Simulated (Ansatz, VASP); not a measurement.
# TaN: VASP beside Ansatz, part 2 of 3

Aim: how closely do two programs agree when they are given the same cell, functional and k mesh? The cell is taken from a series of runs on this material, whose earlier steps may have relaxed, scaled, displaced or heated it; both programs get it as it stands.

VASP 6.6.1 and Ansatz 0.2.0.

So far: The starting structure; Ansatz: zone-centre phonons, PBEsol.

## (3) VASP: zone-centre phonons, PBEsol

Level of this step: PBEsol; plane waves and PAW (N, Ta_pv) (VASP).

The same cell, functional, mesh and smearing now go to VASP, with its own data sets.

Lines of VASP's logs that name or quote its potential files are left out, and so is its time.

INCAR reads:

```
SYSTEM = TaN
PREC = Accurate
ENCUT = 600
EDIFF = 1E-08
NELM = 120
ISMEAR = 1
SIGMA = 0.2
LREAL = .FALSE.
ALGO = Normal
GGA = PS
NBANDS = 30
LASPH = .TRUE.
LORBIT = 11
LWAVE = .FALSE.
LCHARG = .FALSE.
ISIF = 2
IBRION = 8
GGA_COMPAT = .FALSE.
KPAR = 2
```

POSCAR reads:

```
TaN
1.0
    4.9741248882      0.0000000000      0.0000000000
   -2.4870624441      4.3077185147      0.0000000000
    0.0000000000      0.0000000000      2.8600922262
N Ta
3 3
Direct
    0.5000000000      0.0000000000      0.0000000000
    0.5000000000      0.5000000000      0.0000000000
    0.0000000000      0.5000000000      0.0000000000
    0.0000000000      0.0000000000      0.0000000000
    0.3333333333      0.6666666667      0.5000000000
    0.6666666667      0.3333333333      0.5000000000
```

KPOINTS reads:

```
Automatic mesh
0
Gamma
9 9 12
0 0 0
```

Potentials, in the order of the species: N and Ta_pv (PBE family, release 64).

Command:

```bash
> mpirun -np 2 vasp_std
```

Output:

```text
[banner, memory and clock lines left out]
running    2 mpi-ranks, on    1 nodes
 distrk:  each k-point on    1 cores,    2 groups
 distr:  one band on    1 cores,    1 groups

 POSCAR found type information on POSCAR N Ta
 POSCAR found :  2 types and       6 ions
|                                                                             |
|               ----> ADVICE to this user running VASP <----                  |
|                                                                             |
|     You enforced a specific xc type in the INCAR file but a different       |
|     [... a line on the potential file left out ...]
|     I HOPE YOU KNOW WHAT YOU ARE DOING!                                     |
|                                                                             |

 LDA part: xc-table for (Slater+PW92), standard interpolation
 POSCAR, INCAR and KPOINTS ok, starting setup
 FFT: planning ... GRIDC
 FFT: planning ... GRID_SOFT
 FFT: planning ... GRID
 WAVECAR not read
 entering main loop
       N       E                     dE             d eps       ncg     rms          rms(c)
DAV:   1     0.493149780869E+03    0.49315E+03   -0.28958E+04  5048   0.190E+03
DAV:   2    -0.432154495551E+02   -0.53637E+03   -0.51639E+03  5744   0.531E+02
DAV:   3    -0.771797860884E+02   -0.33964E+02   -0.33294E+02  6180   0.127E+02
DAV:   4    -0.779058206536E+02   -0.72603E+00   -0.71448E+00  6204   0.175E+01
DAV:   5    -0.779241345207E+02   -0.18314E-01   -0.18289E-01  6130   0.216E+00    0.559E+01
DAV:   6    -0.683274402627E+02    0.95967E+01   -0.48998E+01  6422   0.431E+01    0.250E+01
DAV:   7    -0.680528803034E+02    0.27456E+00   -0.44227E+00  6522   0.158E+01    0.132E+01
DAV:   8    -0.679100489792E+02    0.14283E+00   -0.73346E-01  6388   0.557E+00    0.341E+00
DAV:   9    -0.678953599578E+02    0.14689E-01   -0.64550E-02  6330   0.223E+00    0.418E-01
DAV:  10    -0.678947079190E+02    0.65204E-03   -0.15089E-02  6470   0.784E-01    0.175E-01
DAV:  11    -0.678942509979E+02    0.45692E-03   -0.35087E-03  6338   0.431E-01    0.422E-02
DAV:  12    -0.678942456702E+02    0.53277E-05   -0.13582E-04  6380   0.922E-02    0.170E-02
DAV:  13    -0.678942450229E+02    0.64732E-06   -0.59849E-06  6202   0.188E-02    0.508E-03
DAV:  14    -0.678942451102E+02   -0.87297E-07   -0.10924E-06  6882   0.729E-03    0.236E-03
DAV:  15    -0.678942450554E+02    0.54797E-07   -0.21151E-07  6520   0.346E-03    0.320E-04
DAV:  16    -0.678942450567E+02   -0.12878E-08   -0.12367E-08  4016   0.820E-04
   1 F= -.67894245E+02 E0= -.67894909E+02  d E =0.199091E-02
 Linear response reoptimize wavefunctions to high precision
DAV:   1    -0.678942450530E+02    0.36907E-08   -0.33236E-09  4074   0.396E-04
DAV:   2    -0.678942450530E+02   -0.46384E-10   -0.71441E-10  3870   0.193E-04
 Linear response DOF=           7
 Linear response progress:
  Degree of freedom:   1/  7
       N       E                     dE             d eps       ncg     rms          rms(c)
RMM:   1    -0.244846342765E+00   -0.24485E+00    0.14561E-01 22010   0.219E+00
RMM:   2    -0.242244583200E+00    0.26018E-02   -0.10633E-02 17876   0.425E-01    0.167E-01
RMM:   3    -0.243215458809E+00   -0.97088E-03   -0.24732E-03 17016   0.184E-01    0.822E-02
RMM:   4    -0.244380270686E+00   -0.11648E-02   -0.65870E-04 17977   0.103E-01    0.241E-02
RMM:   5    -0.244597207510E+00   -0.21694E-03   -0.83902E-05 18678   0.352E-02    0.817E-03
RMM:   6    -0.244618816207E+00   -0.21609E-04   -0.88245E-06 18549   0.114E-02    0.192E-03
RMM:   7    -0.244600916395E+00    0.17900E-04   -0.87781E-07 19067   0.402E-03    0.879E-04
RMM:   8    -0.244602916217E+00   -0.19998E-05   -0.37876E-07 19626   0.140E-03    0.178E-04
RMM:   9    -0.244602435649E+00    0.48057E-06   -0.49196E-08 19125   0.631E-04    0.750E-05
RMM:  10    -0.244602251533E+00    0.18412E-06    0.13801E-10 20939   0.245E-04    0.343E-05
RMM:  11    -0.244602271343E+00   -0.19811E-07   -0.24395E-08 19438   0.154E-04    0.134E-05
RMM:  12    -0.244602369126E+00   -0.97783E-07    0.73723E-09 19831   0.112E-04    0.105E-05
RMM:  13    -0.244602346276E+00    0.22850E-07    0.19014E-08 21894   0.972E-05    0.168E-06
RMM:  14    -0.244602342607E+00    0.36687E-08   -0.36733E-09 19605   0.927E-05    0.567E-07
 first order change of Fermi-energy   0.11192E-03
 force on displaced ion       1 direction 1 :   7.514   0.000   0.000
 Linear response progress:
  Degree of freedom:   2/  7
       N       E                     dE             d eps       ncg     rms          rms(c)
RMM:   1    -0.260113231205E+00   -0.26011E+00    0.15657E-01 22537   0.260E+00
RMM:   2    -0.250955472971E+00    0.91578E-02   -0.18202E-02 17324   0.564E-01    0.568E-01
RMM:   3    -0.251876298105E+00   -0.92083E-03   -0.43159E-03 18532   0.270E-01    0.363E-01
[...]
RMM:  12    -0.253608726561E+00    0.72040E-08    0.11924E-08 20896   0.109E-04    0.348E-06
 first order change of Fermi-energy  -0.50043E-03
 force on displaced ion       1 direction 2 :   0.000 -43.735   0.000
 Linear response progress:
  Degree of freedom:   3/  7
       N       E                     dE             d eps       ncg     rms          rms(c)
RMM:   1    -0.242376894119E+00   -0.24238E+00    0.16057E-01 21822   0.254E+00
RMM:   2    -0.235977824710E+00    0.63991E-02   -0.14516E-02 17403   0.532E-01    0.329E-01
[...]
Linear response progress:
  Degree of freedom:   5/  7
       N       E                     dE             d eps       ncg     rms          rms(c)
RMM:   1    -0.109309743064E+00   -0.10931E+00    0.15109E+01  6043   0.164E+01
RMM:   2    -0.138727710958E+00   -0.29418E-01   -0.33578E-02  7783   0.926E-01    0.152E-01
RMM:   3    -0.136951093436E+00    0.17766E-02   -0.61658E-03  8326   0.270E-01    0.626E-02
RMM:   4    -0.135869541625E+00    0.10816E-02   -0.10928E-03  8999   0.121E-01    0.282E-02
RMM:   5    -0.135386132596E+00    0.48341E-03   -0.93228E-05  9792   0.344E-02    0.312E-03
RMM:   6    -0.135429244961E+00   -0.43112E-04   -0.11742E-05  8972   0.939E-03    0.122E-03
RMM:   7    -0.135428682536E+00    0.56243E-06   -0.25277E-06  9802   0.319E-03    0.513E-04
RMM:   8    -0.135433718396E+00   -0.50359E-05   -0.18315E-06  9652   0.111E-03    0.139E-04
RMM:   9    -0.135434752940E+00   -0.10345E-05   -0.71690E-07 10071   0.582E-04    0.568E-05
RMM:  10    -0.135435184130E+00   -0.43119E-06   -0.51092E-07  9595   0.397E-04    0.234E-05
RMM:  11    -0.135435082676E+00    0.10145E-06   -0.16395E-07 10052   0.275E-04    0.128E-05
RMM:  12    -0.135435193461E+00   -0.11079E-06   -0.11676E-07 10090   0.221E-04    0.746E-06
RMM:  13    -0.135435215136E+00   -0.21675E-07   -0.49545E-08 10715   0.189E-04    0.805E-06
RMM:  14    -0.135435006401E+00    0.20874E-06   -0.29320E-08  9737   0.182E-04    0.194E-05
RMM:  15    -0.135435500025E+00   -0.49362E-06   -0.19752E-08  9590   0.187E-04    0.606E-06
RMM:  16    -0.135435403827E+00    0.96198E-07   -0.20585E-08 10015   0.157E-04    0.681E-07
RMM:  17    -0.135435446908E+00   -0.43081E-07   -0.10826E-08 10919   0.149E-04    0.205E-06
RMM:  18    -0.135435446618E+00    0.28951E-09   -0.13560E-08  9785   0.144E-04    0.138E-06
 first order change of Fermi-energy   0.11912E-02
 force on displaced ion       4 direction 3 :   0.000  -0.000  -8.910
 Linear response progress:
  Degree of freedom:   6/  7
       N       E                     dE             d eps       ncg     rms          rms(c)
RMM:   1    -0.178360923487E+00   -0.17836E+00    0.10493E+01 17823   0.202E+01
RMM:   2    -0.207510973440E+00   -0.29150E-01   -0.54039E-02 28457   0.143E+00    0.241E-01
RMM:   3    -0.207132083243E+00    0.37889E-03   -0.78258E-03 30538   0.368E-01    0.128E-01
RMM:   4    -0.206666054344E+00    0.46603E-03   -0.10694E-03 35272   0.128E-01    0.507E-02
RMM:   5    -0.206441244750E+00    0.22481E-03   -0.15962E-04 36457   0.406E-02    0.137E-02
RMM:   6    -0.206417749568E+00    0.23495E-04   -0.13436E-04 34100   0.154E-02    0.490E-03
RMM:   7    -0.206408200012E+00    0.95496E-05   -0.88817E-05 35271   0.735E-03    0.155E-03
RMM:   8    -0.206402930517E+00    0.52695E-05   -0.27136E-05 35109   0.355E-03    0.794E-04
RMM:   9    -0.206404656616E+00   -0.17261E-05   -0.21143E-05 34775   0.157E-03    0.289E-04
RMM:  10    -0.206404978817E+00   -0.32220E-06   -0.12020E-05 37085   0.892E-04    0.141E-04
RMM:  11    -0.206405101921E+00   -0.12310E-06   -0.77088E-06 35495   0.520E-04    0.367E-05
RMM:  12    -0.206405160148E+00   -0.58227E-07   -0.44984E-06 36107   0.363E-04    0.277E-05
RMM:  13    -0.206405244446E+00   -0.84298E-07   -0.31745E-06 37846   0.274E-04    0.130E-05
RMM:  14    -0.206405207719E+00    0.36726E-07   -0.19815E-06 38349   0.234E-04    0.516E-06
[...]
RMM:  18    -0.206405214213E+00    0.18123E-08   -0.46467E-07 38354   0.188E-04    0.129E-06
RMM:  19    -0.206405196773E+00    0.17440E-07   -0.30710E-07 38539   0.186E-04    0.250E-06
RMM:  20    -0.206405203682E+00   -0.69087E-08   -0.26950E-07 38646   0.184E-04    0.214E-06
RMM:  21    -0.206405209652E+00   -0.59707E-08   -0.18724E-07 40183   0.183E-04    0.146E-06
RMM:  22    -0.206405213821E+00   -0.41683E-08   -0.18358E-07 39318   0.182E-04    0.132E-06
RMM:  23    -0.206405217253E+00   -0.34328E-08   -0.14087E-07 39660   0.181E-04    0.113E-06
RMM:  24    -0.206405223384E+00   -0.61306E-08   -0.13354E-07 40914   0.181E-04    0.660E-07
RMM:  25    -0.206405232926E+00   -0.95415E-08   -0.86512E-08 41819   0.181E-04    0.733E-07
 first order change of Fermi-energy  -0.23049E-04
 force on displaced ion       5 direction 1 : -37.500  -0.002   0.000
 Linear response progress:
  Degree of freedom:   7/  7
       N       E                     dE             d eps       ncg     rms          rms(c)
RMM:   1    -0.141728318154E+00   -0.14173E+00    0.10206E+01  7610   0.192E+01
RMM:   2    -0.168011490189E+00   -0.26283E-01   -0.47307E-02 11960   0.130E+00    0.159E-01
RMM:   3    -0.167541898684E+00    0.46959E-03   -0.68860E-03 13138   0.332E-01    0.841E-02
RMM:   4    -0.166932498499E+00    0.60940E-03   -0.72994E-04 14484   0.128E-01    0.255E-02
RMM:   5    -0.166779780080E+00    0.15272E-03   -0.72734E-05 14965   0.341E-02    0.761E-03
RMM:   6    -0.166732807184E+00    0.46973E-04   -0.19241E-05 13944   0.112E-02    0.141E-03
RMM:   7    -0.166730559284E+00    0.22479E-05   -0.14570E-05 14534   0.428E-03    0.520E-04
RMM:   8    -0.166731005188E+00   -0.44590E-06   -0.79817E-06 14595   0.188E-03    0.182E-04
RMM:   9    -0.166732001458E+00   -0.99627E-06   -0.45524E-06 14874   0.101E-03    0.717E-05
RMM:  10    -0.166732541473E+00   -0.54001E-06   -0.30846E-06 13758   0.646E-04    0.210E-05
RMM:  11    -0.166732753571E+00   -0.21210E-06   -0.18570E-06 14853   0.435E-04    0.107E-05
RMM:  12    -0.166732830456E+00   -0.76885E-07   -0.11530E-06 15462   0.318E-04    0.520E-06
RMM:  13    -0.166732909710E+00   -0.79254E-07   -0.77728E-07 14907   0.264E-04    0.187E-06
RMM:  14    -0.166732902767E+00    0.69436E-08   -0.51438E-07 15491   0.228E-04    0.184E-06
RMM:  15    -0.166732907781E+00   -0.50141E-08   -0.34902E-07 15201   0.208E-04    0.246E-06
RMM:  16    -0.166732884445E+00    0.23336E-07   -0.22784E-07 15259   0.197E-04    0.500E-06
RMM:  17    -0.166732902269E+00   -0.17825E-07   -0.17073E-07 15322   0.190E-04    0.397E-06
RMM:  18    -0.166732886055E+00    0.16214E-07   -0.10976E-07 15522   0.185E-04    0.566E-06
RMM:  19    -0.166732933154E+00   -0.47099E-07   -0.10550E-07 15446   0.185E-04    0.215E-06
RMM:  20    -0.166732955987E+00   -0.22833E-07   -0.74807E-08 16364   0.182E-04    0.141E-06
RMM:  21    -0.166732967448E+00   -0.11461E-07   -0.81505E-08 16284   0.180E-04    0.159E-06
RMM:  22    -0.166732976233E+00   -0.87849E-08   -0.61508E-08 16402   0.179E-04    0.181E-06
 first order change of Fermi-energy  -0.35423E-03
 force on displaced ion       5 direction 3 :   0.000  -0.000 -33.194
 Linear response finished
```

(Continued in part 3 of 3.)

[Lines on the potential files, build, host, timing and source positions are cut from VASP's logs without a mark.]

[Logs are printed without paths, hosts, clocks, repeated set-up lines and the standing remarks that a program may print on its own settings, such as how far it seeks lower states.]

[Hosts, paths, dates, database ids (printed as entryN), source tags and the programs' standing remarks are cut or masked in the printed files.]
